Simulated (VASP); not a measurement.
Consider the following.

```
CELL_PARAMETERS angstrom
      0.00000     2.75165     2.75165
      2.75165     0.00000     2.75165
      2.75165     2.75165     0.00000
ATOMIC_POSITIONS crystal
  Ir 0.75000 0.75000 0.75000
  Ir 0.50000 0.50000 0.50000
```

The numbers are results of PBEsol GGA, VASP's PBE PAW potentials (set 64) (plane waves; VASP), not measurements. Settings: 400 eV cut-off, 13×13×13 Γ-centred mesh, tetrahedra with Blöchl corrections, potentials Ir.

Unless said otherwise, spin-orbit coupling is left out, though it shifts the bands of the heavy elements here.

Question: What does the run give for the energy per atom (σ→0), band gap (on the k-mesh) with the smallest direct gap where there is one?

Answer: 
The band gap (on the k-mesh) comes out as none (metal, semimetal or under 0.01 eV) and the energy per atom (σ→0) is -8.625 eV/atom.

Only differences to runs with the same potentials and settings are physical.

The structure was generated: Ir was put into the diamond type (Fd-3m), which need not be its known phase. It was relaxed first, which changed the volume by +12 %.
